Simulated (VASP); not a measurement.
Calculation: PBE GGA, VASP's PBE PAW potentials (set 64) (plane waves; VASP 6.6.1).

Input for VASP

### KPOINTS
```
Automatic
0
Gamma
  6 6 6
0 0 0
```

### INCAR
```
SYSTEM=CeO2
LREAL=.FALSE.   # projection in real space or not
GGA=PE
ALGO=Damped
LASPH=.TRUE.   # aspherical one-centre terms
LMAXMIX=6
LCHARG=.FALSE.
ISIF=2
LWAVE=.FALSE.
ENCUT=520
SIGMA=0.05   # width (eV)
ISMEAR=0   # Gaussian
NELM=100   # most electronic steps
EDIFF=1E-6   # SCF stop (eV)
PREC=Accurate
```

File POSCAR:
```
CeO2
1
    0.0000000000     2.7591000000     2.7591000000
    2.7591000000     0.0000000000     2.7591000000
    2.7591000000     2.7591000000     0.0000000000
Ce O
1 2
Direct
  0.0000000000   0.0000000000   0.0000000000
  0.2500000000   0.2500000000   0.2500000000
  0.7500000000   0.7500000000   0.7500000000
```

POTCAR, in this order: Ce O (PBE.64 set). Program: vasp_std.

Output of the run:

File OUTCAR:
```
 ion  position               nearest neighbor table
   1  0.000  0.000  0.000-   3 2.39   3 2.39   3 2.39   2 2.39   3 2.39   2 2.39   2 2.39   2 2.39
  LATTYP: Found a face centered cubic cell.
 ALAT       =     5.5182000000
 Subroutine PRICEL returns:
 Original cell was already a primitive cell.
 Subroutine GETGRP returns: Found 48 space group operations
The static configuration has the point symmetry O_h .
The dynamic configuration has the point symmetry O_h .
 Subroutine INISYM returns: Found 48 space group operations
 Subroutine IBZKPT returns following result:
 Found     16 irreducible k-points:

 Following reciprocal coordinates:
            Coordinates               Weight
  0.000000  0.000000  0.000000      1.000000
  0.166667  0.000000  0.000000      8.000000
  0.333333  0.000000  0.000000      8.000000
  0.500000  0.000000  0.000000      4.000000
  0.166667  0.166667  0.000000      6.000000
  0.333333  0.166667  0.000000     24.000000
  0.500000  0.166667  0.000000     24.000000
 -0.333333  0.166667  0.000000     24.000000
 -0.166667  0.166667  0.000000     12.000000
  0.333333  0.333333  0.000000      6.000000
...
```

OSZICAR:
```
...
DMP:  12    -0.232228792365E+02   -0.12955E+01   -0.10380E+01   256   0.243E+01   0.428E+00
DMP:  13    -0.239221059420E+02   -0.69923E+00   -0.58857E+00   256   0.113E+01   0.904E+00
DMP:  14    -0.243796916620E+02   -0.45759E+00   -0.42504E+00   256   0.743E+00   0.837E+00
DMP:  15    -0.247401769793E+02   -0.36049E+00   -0.32370E+00   256   0.529E+00   0.734E+00
DMP:  16    -0.250290658261E+02   -0.28889E+00   -0.26192E+00   256   0.413E+00   0.633E+00
DMP:  17    -0.252591116926E+02   -0.23005E+00   -0.21061E+00   256   0.336E+00   0.499E+00
DMP:  18    -0.254435052646E+02   -0.18439E+00   -0.16756E+00   256   0.268E+00   0.394E+00
DMP:  19    -0.255847341321E+02   -0.14123E+00   -0.12632E+00   256   0.205E+00   0.291E+00
DMP:  20    -0.256871995402E+02   -0.10247E+00   -0.99974E-01   256   0.176E+00   0.194E+00
DMP:  21    -0.257606155394E+02   -0.73416E-01   -0.81566E-01   256   0.158E+00   0.121E+00
DMP:  22    -0.258154962895E+02   -0.54881E-01   -0.72976E-01   256   0.157E+00   0.678E-01
DMP:  23    -0.258593672002E+02   -0.43871E-01   -0.58992E-01   256   0.132E+00   0.400E-01
DMP:  24    -0.258949259454E+02   -0.35559E-01   -0.44012E-01   256   0.992E-01   0.283E-01
DMP:  25    -0.259229145254E+02   -0.27989E-01   -0.28231E-01   256   0.586E-01   0.313E-01
DMP:  26    -0.259436750484E+02   -0.20761E-01   -0.18418E-01   256   0.335E-01   0.328E-01
DMP:  27    -0.259593958236E+02   -0.15721E-01   -0.13422E-01   256   0.211E-01   0.326E-01
DMP:  28    -0.259719809745E+02   -0.12585E-01   -0.11494E-01   256   0.175E-01   0.293E-01
DMP:  29    -0.259830967444E+02   -0.11116E-01   -0.10486E-01   256   0.160E-01   0.268E-01
DMP:  30    -0.259933171520E+02   -0.10220E-01   -0.98086E-02   256   0.150E-01   0.248E-01
DMP:  31    -0.260028834066E+02   -0.95663E-02   -0.94689E-02   256   0.148E-01   0.233E-01
DMP:  32    -0.260121099038E+02   -0.92265E-02   -0.93852E-02   256   0.149E-01   0.224E-01
DMP:  33    -0.260212317021E+02   -0.91218E-02   -0.95287E-02   256   0.154E-01   0.221E-01
DMP:  34    -0.260303978949E+02   -0.91662E-02   -0.98853E-02   256   0.163E-01   0.220E-01
DMP:  35    -0.260396006257E+02   -0.92027E-02   -0.10754E-01   256   0.188E-01   0.213E-01
DMP:  36    -0.260485420766E+02   -0.89415E-02   -0.12940E-01   256   0.255E-01   0.178E-01
DMP:  37    -0.260565634100E+02   -0.80213E-02   -0.19114E-01   256   0.449E-01   0.757E-02
DMP:  38    -0.260633686985E+02   -0.68053E-02   -0.29722E-01   256   0.794E-01  -0.133E-01
DMP:  39    -0.260689759207E+02   -0.56072E-02   -0.45756E-01   256   0.133E+00  -0.478E-01
DMP:  40    -0.260739972453E+02   -0.50213E-02   -0.58152E-01   256   0.178E+00  -0.865E-01
DMP:  41    -0.260815823683E+02   -0.75851E-02   -0.62811E-01   256   0.200E+00  -0.112E+00
DMP:  42    -0.260919377302E+02   -0.10355E-01   -0.51044E-01   256   0.166E+00  -0.101E+00
DMP:  43    -0.261057053444E+02   -0.13768E-01   -0.33042E-01   256   0.106E+00  -0.617E-01
DMP:  44    -0.261190475435E+02   -0.13342E-01   -0.17654E-01   256   0.499E-01  -0.150E-01
DMP:  45    -0.261306368266E+02   -0.11589E-01   -0.11237E-01   256   0.229E-01   0.136E-01
DMP:  46    -0.261408641473E+02   -0.10227E-01   -0.10254E-01   256   0.168E-01   0.230E-01
DMP:  47    -0.261508074679E+02   -0.99433E-02   -0.10594E-01   256   0.173E-01   0.241E-01
DMP:  48    -0.261608674898E+02   -0.10060E-01   -0.10636E-01   256   0.175E-01   0.238E-01
DMP:  49    -0.261707884956E+02   -0.99210E-02   -0.10114E-01   256   0.165E-01   0.230E-01
DMP:  50    -0.261801685302E+02   -0.93800E-02   -0.92254E-02   256   0.148E-01   0.216E-01
DMP:  51    -0.261886151698E+02   -0.84466E-02   -0.79078E-02   256   0.124E-01   0.192E-01
DMP:  52    -0.261957620090E+02   -0.71468E-02   -0.64009E-02   256   0.992E-02   0.159E-01
DMP:  53    -0.262014098486E+02   -0.56478E-02   -0.47864E-02   256   0.728E-02   0.123E-01
DMP:  54    -0.262055148337E+02   -0.41050E-02   -0.33288E-02   256   0.506E-02   0.853E-02
DMP:  55    -0.262082492158E+02   -0.27344E-02   -0.21048E-02   256   0.321E-02   0.536E-02
DMP:  56    -0.262098934699E+02   -0.16443E-02   -0.12526E-02   256   0.201E-02   0.294E-02
DMP:  57    -0.262107965013E+02   -0.90303E-03   -0.71258E-03   256   0.125E-02   0.139E-02
DMP:  58    -0.262112607749E+02   -0.46427E-03   -0.43869E-03   256   0.894E-03   0.530E-03
DMP:  59    -0.262115232293E+02   -0.26245E-03   -0.29511E-03   256   0.655E-03   0.216E-03
DMP:  60    -0.262117050489E+02   -0.18182E-03   -0.21534E-03   256   0.474E-03   0.167E-03
DMP:  61    -0.262118527668E+02   -0.14772E-03   -0.16866E-03   256   0.345E-03   0.200E-03
DMP:  62    -0.262119819912E+02   -0.12922E-03   -0.14366E-03   256   0.274E-03   0.222E-03
DMP:  63    -0.262120987004E+02   -0.11671E-03   -0.13038E-03   256   0.241E-03   0.224E-03
DMP:  64    -0.262122070949E+02   -0.10839E-03   -0.12209E-03   256   0.224E-03   0.214E-03
DMP:  65    -0.262123065988E+02   -0.99504E-04   -0.11619E-03   256   0.217E-03   0.192E-03
DMP:  66    -0.262123959805E+02   -0.89382E-04   -0.11432E-03   256   0.227E-03   0.154E-03
DMP:  67    -0.262124726931E+02   -0.76713E-04   -0.11699E-03   256   0.255E-03   0.976E-04
DMP:  68    -0.262125394007E+02   -0.66708E-04   -0.11816E-03   256   0.281E-03   0.381E-04
DMP:  69    -0.262125982029E+02   -0.58802E-04   -0.11040E-03   256   0.276E-03  -0.108E-05
DMP:  70    -0.262126525491E+02   -0.54346E-04   -0.92107E-04   256   0.233E-03  -0.697E-05
DMP:  71    -0.262127015128E+02   -0.48964E-04   -0.69318E-04   256   0.168E-03   0.147E-04
DMP:  72    -0.262127451188E+02   -0.43606E-04   -0.50900E-04   256   0.111E-03   0.428E-04
DMP:  73    -0.262127827016E+02   -0.37583E-04   -0.40455E-04   256   0.781E-04   0.603E-04
DMP:  74    -0.262128165902E+02   -0.33889E-04   -0.35271E-04   256   0.626E-04   0.669E-04
DMP:  75    -0.262128478949E+02   -0.31305E-04   -0.32760E-04   256   0.560E-04   0.678E-04
DMP:  76    -0.262128773611E+02   -0.29466E-04   -0.32069E-04   256   0.556E-04   0.642E-04
DMP:  77    -0.262129043461E+02   -0.26985E-04   -0.33135E-04   256   0.621E-04   0.544E-04
DMP:  78    -0.262129280751E+02   -0.23729E-04   -0.37776E-04   256   0.813E-04   0.343E-04
DMP:  79    -0.262129472659E+02   -0.19191E-04   -0.47068E-04   256   0.117E-03   0.166E-05
DMP:  80    -0.262129631740E+02   -0.15908E-04   -0.58111E-04   256   0.161E-03  -0.400E-04
DMP:  81    -0.262129768933E+02   -0.13719E-04   -0.63049E-04   256   0.187E-03  -0.761E-04
DMP:  82    -0.262129920136E+02   -0.15120E-04   -0.54478E-04   256   0.168E-03  -0.838E-04
DMP:  83    -0.262130081593E+02   -0.16146E-04   -0.35550E-04   256   0.110E-03  -0.551E-04
DMP:  84    -0.262130232532E+02   -0.15094E-04   -0.19242E-04   256   0.537E-04  -0.145E-04
DMP:  85    -0.262130347439E+02   -0.11491E-04   -0.11558E-04   256   0.254E-04   0.927E-05
DMP:  86    -0.262130440007E+02   -0.92568E-05   -0.89806E-05   256   0.161E-04   0.168E-04
DMP:  87    -0.262130521204E+02   -0.81198E-05   -0.83589E-05   256   0.141E-04   0.178E-04
DMP:  88    -0.262130596773E+02   -0.75569E-05   -0.83066E-05   256   0.145E-04   0.165E-04
DMP:  89    -0.262130668550E+02   -0.71777E-05   -0.81293E-05   256   0.147E-04   0.148E-04
DMP:  90    -0.262130737891E+02   -0.69341E-05   -0.74714E-05   256   0.133E-04   0.140E-04
DMP:  91    -0.262130804680E+02   -0.66790E-05   -0.66344E-05   256   0.111E-04   0.144E-04
DMP:  92    -0.262130866923E+02   -0.62243E-05   -0.61888E-05   256   0.100E-04   0.142E-04
DMP:  93    -0.262130924273E+02   -0.57350E-05   -0.60568E-05   256   0.102E-04   0.129E-04
DMP:  94    -0.262130977007E+02   -0.52734E-05   -0.61481E-05   256   0.112E-04   0.110E-04
DMP:  95    -0.262131024075E+02   -0.47067E-05   -0.69530E-05   256   0.144E-04   0.781E-05
DMP:  96    -0.262131063186E+02   -0.39112E-05   -0.86638E-05   256   0.209E-04   0.211E-05
DMP:  97    -0.262131098423E+02   -0.35237E-05   -0.10063E-04   256   0.269E-04  -0.458E-05
DMP:  98    -0.262131132466E+02   -0.34043E-05   -0.97977E-05   256   0.275E-04  -0.790E-05
DMP:  99    -0.262131168376E+02   -0.35910E-05   -0.87319E-05   256   0.246E-04  -0.732E-05
DMP: 100    -0.262131198949E+02   -0.30573E-05   -0.76092E-05   256   0.214E-04  -0.614E-05
   1 F= -.26213120E+02 E0= -.26213120E+02  d E =-.432986E-17
```

OUTCAR:
```
------------------------ aborting loop EDIFF was not reached (unconverged)  ----------------------------
  FORCE on cell =-STRESS in cart. coord.  units (eV):
  Direction    XX          YY          ZZ          XY          YZ          ZX
  --------------------------------------------------------------------------------------
  Total       -1.2720174     -1.2720174     -1.2720174      0.0000000      0.0000000     -0.0000000
  in kB      -48.5144719    -48.5144719    -48.5144719      0.0000000      0.0000000     -0.0000000
  external PRESSURE =     -48.5144719 kB  Pullay stress =       0.0000000 kB
  volume of cell :       42.01
      direct lattice vectors                 reciprocal lattice vectors
     0.000000000  2.759100000  2.759100000    -0.181218513  0.181218513  0.181218513
     2.759100000  0.000000000  2.759100000     0.181218513 -0.181218513  0.181218513
     2.759100000  2.759100000  0.000000000     0.181218513  0.181218513 -0.181218513
 POSITION                                       TOTAL-FORCE (eV/Angst)
 -----------------------------------------------------------------------------------
      0.00000      0.00000      0.00000        -0.000000      0.000000      0.000000
      1.37955      1.37955      1.37955         0.000000      0.000000      0.000000
      4.13865      4.13865      4.13865        -0.000000     -0.000000     -0.000000
 -----------------------------------------------------------------------------------
    total drift:                                0.000000     -0.000000      0.000000
  FREE ENERGIE OF THE ION-ELECTRON SYSTEM (eV)
  ---------------------------------------------------
  free  energy   TOTEN  =       -26.2131198949 eV

  energy  without entropy=      -26.2131198949  energy(sigma->0) =      -26.21311989
```
(Selected blocks of OUTCAR.)

**stdout**
```
...
DMP:  82    -0.262129920136E+02   -0.15120E-04   -0.54478E-04   256   0.168E-03  -0.838E-04
DMP:  83    -0.262130081593E+02   -0.16146E-04   -0.35550E-04   256   0.110E-03  -0.551E-04
DMP:  84    -0.262130232532E+02   -0.15094E-04   -0.19242E-04   256   0.537E-04  -0.145E-04
DMP:  85    -0.262130347439E+02   -0.11491E-04   -0.11558E-04   256   0.254E-04   0.927E-05
DMP:  86    -0.262130440007E+02   -0.92568E-05   -0.89806E-05   256   0.161E-04   0.168E-04
DMP:  87    -0.262130521204E+02   -0.81198E-05   -0.83589E-05   256   0.141E-04   0.178E-04
DMP:  88    -0.262130596773E+02   -0.75569E-05   -0.83066E-05   256   0.145E-04   0.165E-04
DMP:  89    -0.262130668550E+02   -0.71777E-05   -0.81293E-05   256   0.147E-04   0.148E-04
DMP:  90    -0.262130737891E+02   -0.69341E-05   -0.74714E-05   256   0.133E-04   0.140E-04
DMP:  91    -0.262130804680E+02   -0.66790E-05   -0.66344E-05   256   0.111E-04   0.144E-04
DMP:  92    -0.262130866923E+02   -0.62243E-05   -0.61888E-05   256   0.100E-04   0.142E-04
DMP:  93    -0.262130924273E+02   -0.57350E-05   -0.60568E-05   256   0.102E-04   0.129E-04
DMP:  94    -0.262130977007E+02   -0.52734E-05   -0.61481E-05   256   0.112E-04   0.110E-04
DMP:  95    -0.262131024075E+02   -0.47067E-05   -0.69530E-05   256   0.144E-04   0.781E-05
DMP:  96    -0.262131063186E+02   -0.39112E-05   -0.86638E-05   256   0.209E-04   0.211E-05
DMP:  97    -0.262131098423E+02   -0.35237E-05   -0.10063E-04   256   0.269E-04  -0.458E-05
DMP:  98    -0.262131132466E+02   -0.34043E-05   -0.97977E-05   256   0.275E-04  -0.790E-05
DMP:  99    -0.262131168376E+02   -0.35910E-05   -0.87319E-05   256   0.246E-04  -0.732E-05
DMP: 100    -0.262131198949E+02   -0.30573E-05   -0.76092E-05   256   0.214E-04  -0.614E-05
 final diagonalization occupied

 -----------------------------------------------------------------------------
|                                                                             |
|           W    W    AA    RRRRR   N    N  II  N    N   GGGG   !!!           |
|           W    W   A  A   R    R  NN   N  II  NN   N  G    G  !!!           |
|           W    W  A    A  R    R  N N  N  II  N N  N  G       !!!           |
|           W WW W  AAAAAA  RRRRR   N  N N  II  N  N N  G  GGG   !            |
|           WW  WW  A    A  R   R   N   NN  II  N   NN  G    G                |
|           W    W  A    A  R    R  N    N  II  N    N   GGGG   !!!           |
|                                                                             |
|     The electronic self-consistency was not achieved in the given           |
|     number of steps (NELM). The forces and other quantities evaluated       |
|     might not be reliable so examine the results carefully. If you find     |
|     spurious results, we suggest increasing NELM, if you were close to      |
|     convergence or switching to a different ALGO or adjusting the           |
|     density mixing parameters otherwise.                                    |
|                                                                             |
 -----------------------------------------------------------------------------

   1 F= -.26213120E+02 E0= -.26213120E+02  d E =-.432986E-17
```

The run did not converge; its last values are not results.

The compound is CeO2 in the fluorite structure. The cell was not relaxed at this level. The run is one of a series of settings (ALGO = Damped against the base run), some of them coarse on purpose. The run is not spin-polarised, so no magnetic state was tried.
